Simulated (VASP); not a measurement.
Here is the system:

```
CELL_PARAMETERS angstrom
      3.54321     0.00000     0.00000
      0.00000     3.54321     0.00000
      0.00000     0.00000     3.54321
ATOMIC_POSITIONS crystal
  Fe 0.00000 0.00000 0.00000
  Ni 0.00000 0.50000 0.50000
  Ni 0.50000 0.00000 0.50000
  Ni 0.50000 0.50000 0.00000
```
Starting moments (μB, in the order of the record's atoms Fe Ni Ni Ni): 2.9 0.6 0.6 0.6.

Calculation: PBE GGA, VASP's PBE PAW potentials (set 64) (plane waves; VASP). Settings: 500 eV cut-off, 9×9×9 Γ-centred mesh, first-order Methfessel-Paxton smearing of 0.10 eV, potentials Fe Ni.

What does the run give for the cell moment, energy per atom (σ→0), band gap (on the k-mesh) with the smallest direct gap where there is one?

```
Property                                                    Result
------------------------  ----------------------------------------
band gap (on the k-mesh)  none (metal, semimetal or under 0.01 eV)
cell moment                                                4.74 μB
energy per atom (σ→0)                               -6.247 eV/atom
```

Give the moment on each site (PAW-sphere projection).

```json
[
 {"site": "Fe1", "moment (μB)": "2.90"},
 {"site": "Ni2", "moment (μB)": "0.62"},
 {"site": "Ni3", "moment (μB)": "0.62"},
 {"site": "Ni4", "moment (μB)": "0.62"}
]
```

The absolute energy has meaning only against runs of the same code, potentials and settings.

The compound is Ni3Fe in the L1_2 structure. It was relaxed first.
